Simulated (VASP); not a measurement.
Output of a VASP run:

File OUTCAR:
```
 ion  position               nearest neighbor table
   1  0.333  0.667  0.250-   6 2.29   6 2.29   6 2.29   5 2.43   5 2.43   3 2.59   4 2.59   4 2.59
                             3 2.59   4 2.59   3 2.59
   2  0.667  0.333  0.750-   5 2.29   5 2.29   5 2.29   6 2.43   6 2.43   3 2.59   4 2.59   3 2.59
                             4 2.59   3 2.59   4 2.59
   3  0.000  0.000  0.000-   4 2.43   4 2.43   1 2.59   5 2.59   6 2.59   2 2.59   1 2.59   5 2.59
                             2 2.59   6 2.59   2 2.59   6 2.59   1 2.59   5 2.59
   4  0.000  0.000  0.500-   3 2.43   3 2.43   1 2.59   5 2.59   6 2.59   2 2.59   1 2.59   5 2.59
                             2 2.59   6 2.59   2 2.59   6 2.59   1 2.59   5 2.59
   5  0.333  0.667  0.750-   2 2.29   2 2.29   2 2.29   1 2.43   1 2.43   3 2.59   4 2.59   4 2.59
                             3 2.59   4 2.59   3 2.59   6 3.34   6 3.34   6 3.34   6 3.34   6 3.34
   6  0.667  0.333  0.250-   1 2.29   1 2.29   1 2.29   2 2.43   2 2.43   3 2.59   4 2.59   3 2.59
                             4 2.59   3 2.59   4 2.59   5 3.34   5 3.34   5 3.34   5 3.34   5 3.34
  LATTYP: Found a hexagonal cell.
 ALAT       =     3.9666560000
 C/A-ratio  =     1.2252743873
 Subroutine PRICEL returns:
 Original cell was already a primitive cell.
 Subroutine GETGRP returns: Found 24 space group operations
The static configuration has the point symmetry D_3d.
 The point group associated with its full space group is D_6h.
The dynamic configuration has the point symmetry D_3d.
 Subroutine INISYM returns: Found 24 space group operations
 Subroutine IBZKPT returns following result:
 Found     21 irreducible k-points:

 Following reciprocal coordinates:
            Coordinates               Weight
  0.000000  0.000000  0.000000      1.000000
  0.166667 -0.000000  0.000000      6.000000
  0.333333 -0.000000  0.000000      6.000000
  0.500000 -0.000000  0.000000      3.000000
  0.166667  0.166667  0.000000      6.000000
  0.333333  0.166667  0.000000     12.000000
  0.333333  0.333333  0.000000      2.000000
  0.000000  0.000000  0.200000      2.000000
  0.166667 -0.000000  0.200000     12.000000
  0.333333 -0.000000  0.200000     12.000000
  0.500000 -0.000000  0.200000      6.000000
  0.166667  0.166667  0.200000     12.000000
  0.333333  0.166667  0.200000     24.000000
  0.333333  0.333333  0.200000      4.000000
  0.000000  0.000000  0.400000      2.000000
  0.166667 -0.000000  0.400000     12.000000
  0.333333 -0.000000  0.400000     12.000000
  0.500000 -0.000000  0.400000      6.000000
  0.166667  0.166667  0.400000     12.000000
  0.333333  0.166667  0.400000     24.000000
  0.333333  0.333333  0.400000      4.000000
   k-points           NKPTS =     21   k-points in BZ     NKDIM =     21   number of bands    NBANDS=     34
   number of dos      NEDOS =    301   number of ions     NIONS =      6
   total plane-waves  NPLWV =  25088
   dimension x,y,z NGX =    28 NGY =   28 NGZ =   32
   dimension x,y,z NGXF=    56 NGYF=   56 NGZF=   64
   ions per type =               2   4
   PREC   = accura    normal or accurate (medium, high low for compatibility)
   ISTART =      0    job   : 0-new  1-cont  2-samecut
   ICHARG =      2    charge: 1-file 2-atom 10-const
   ISPIN  =      1    spin polarized calculation?
   LNONCOLLINEAR =      F non collinear calculations
   LSORBIT =      F    spin-orbit coupling
   INIWAV =      1    electr: 0-lowe 1-rand  2-diag
   ENCUT  =  400.0 eV  29.40 Ry    5.42 a.u.   6.47  6.47  7.93*2*pi/ulx,y,z
   NELM   =    100;   NELMIN=  2; NELMDL= -5     # of ELM steps
   EDIFF  = 0.1E-05   stopping-criterion for ELM
   LREAL  =      F    real-space projection
   NLSPLINE    = F    spline interpolate recip. space projectors
   LMAXMIX     =    4 max onsite mixed and CHGCAR
   VOSKOWN=      0    Vosko Wilk Nusair interpolation
   EDIFFG = 0.1E-04   stopping-criterion for IOM
   NSW    =      0    number of steps for IOM
   NBLOCK =      1;   KBLOCK =      1    inner block; outer block
   IBRION =     -1    ionic relax: 0-MD 1-quasi-New 2-CG
   NFREE  =      0    steps in history (QN), initial steepest desc. (CG)
   ISIF   =      2    stress and relaxation
   ISYM   =      2    0-nonsym 1-usesym 2-fastsym
   TEIN   =    0.0    initial temperature
   TEBEG  =    0.0;   TEEND  =   0.0 temperature during run
   SMASS  =  -3.00    Nose mass-parameter (am)
   PSTRESS=    0.0 pullay stress
...
```

### OSZICAR
```
       N       E                     dE             d eps       ncg     rms          rms(c)
DAV:   1     0.665353545163E+03    0.66535E+03   -0.30067E+04  1580   0.143E+03
DAV:   2    -0.232634324151E+02   -0.68862E+03   -0.67851E+03  1516   0.465E+02
DAV:   3    -0.563060666877E+02   -0.33043E+02   -0.32289E+02  1942   0.103E+02
DAV:   4    -0.571011061282E+02   -0.79504E+00   -0.78639E+00  1658   0.146E+01
DAV:   5    -0.571232476007E+02   -0.22141E-01   -0.22041E-01  1860   0.211E+00    0.427E+01
DAV:   6    -0.531963363770E+02    0.39269E+01   -0.32848E+01  1844   0.323E+01    0.137E+01
DAV:   7    -0.543248349569E+02   -0.11285E+01   -0.21210E+01  1780   0.279E+01    0.133E+01
DAV:   8    -0.526605030581E+02    0.16643E+01   -0.82981E+00  1740   0.184E+01    0.566E+00
DAV:   9    -0.526623161671E+02   -0.18131E-02   -0.40511E-01  1760   0.425E+00    0.123E+00
DAV:  10    -0.526488673219E+02    0.13449E-01   -0.12022E-01  1712   0.247E+00    0.369E-01
DAV:  11    -0.526483896387E+02    0.47768E-03   -0.73892E-03  1800   0.627E-01    0.130E-01
DAV:  12    -0.526481877627E+02    0.20188E-03   -0.11989E-03  1818   0.191E-01    0.207E-02
DAV:  13    -0.526481800044E+02    0.77583E-05   -0.82546E-05  1864   0.390E-02    0.121E-02
DAV:  14    -0.526481756225E+02    0.43820E-05   -0.16551E-05  1608   0.216E-02    0.440E-03
DAV:  15    -0.526481752285E+02    0.39392E-06   -0.24998E-06  1160   0.883E-03
   1 F= -.52648175E+02 E0= -.52553425E+02  d E =-.189501E+00
```

File OUTCAR:
```
------------------------ aborting loop because EDIFF is reached ----------------------------------------
  FORCE on cell =-STRESS in cart. coord.  units (eV):
  Direction    XX          YY          ZZ          XY          YZ          ZX
  --------------------------------------------------------------------------------------
  Total       10.6927226     10.6927173      6.3437288      0.0000000      0.0000000     -0.0000000
  in kB      258.6791290    258.6789989    153.4679507      0.0000000      0.0000000     -0.0000000
  external PRESSURE =     223.6086929 kB  Pullay stress =       0.0000000 kB
  volume of cell :       66.23
      direct lattice vectors                 reciprocal lattice vectors
     3.966656000  0.000000000  0.000000000     0.252101518  0.145550916  0.000000000
    -1.983328000  3.435224000  0.000000000     0.000000000  0.291101832  0.000000000
     0.000000000  0.000000000  4.860242000     0.000000000  0.000000000  0.205751072
 POSITION                                       TOTAL-FORCE (eV/Angst)
 -----------------------------------------------------------------------------------
     -0.00000      2.29015      1.21506         0.000000     -0.000000      0.000000
      1.98333      1.14507      3.64518         0.000000      0.000000      0.000000
      0.00000      0.00000      0.00000         0.000000      0.000000      0.000000
      0.00000      0.00000      2.43012         0.000000      0.000000      0.000000
     -0.00000      2.29015      3.64518        -0.000000      0.000000      0.000000
      1.98333      1.14507      1.21506         0.000000     -0.000000      0.000000
 -----------------------------------------------------------------------------------
    total drift:                               -0.001270     -0.000164      0.000026
  FREE ENERGIE OF THE ION-ELECTRON SYSTEM (eV)
  ---------------------------------------------------
  free  energy   TOTEN  =       -52.6481752285 eV

  energy  without entropy=      -52.4586739001  energy(sigma->0) =      -52.55342456
```
(Selected blocks of OUTCAR.)

POSCAR:
```
Tc2B
1
    3.9666560000     0.0000000000     0.0000000000
   -1.9833280000     3.4352240000     0.0000000000
    0.0000000000     0.0000000000     4.8602420000
B Tc
2 4
Direct
  0.3333330000   0.6666670000   0.2500000000
  0.6666670000   0.3333330000   0.7500000000
  0.0000000000   0.0000000000   0.0000000000
  0.0000000000   0.0000000000   0.5000000000
  0.3333330000   0.6666670000   0.7500000000
  0.6666670000   0.3333330000   0.2500000000
```

**Question.** Reconstruct the remaining input files.

**Answer.** Several could match; the one computed here: the input of the run itself, PBE GGA, plane waves, VASP's PBE PAW potentials (set 64).

**KPOINTS**
```
Automatic mesh
0
G
 6 6 5
```

### INCAR
```
SYSTEM = Tc2B
PREC = Accurate
ENCUT = 400
EDIFF = 1E-6
NELM = 100
ALGO = Normal
LREAL = .FALSE.
LASPH = .TRUE.
ISMEAR = -1
SIGMA = 0.1
GGA = PE
LMAXMIX = 4
LWAVE = .FALSE.
LCHARG = .FALSE.
ISIF = 2
```

POTCAR, in this order: B Tc_pv (PBE.64 set). Program: vasp_std.

At this cut-off the stress carries a Pulay error, which pulls relaxed volumes low.

The structure was generated: Tc2B was put into an ordered model structure, which need not be its known phase. The cell was not relaxed at this level. The k-mesh is coarse (spacing up to 0.30 per Å, 2π included), so the numbers may not be converged in it.
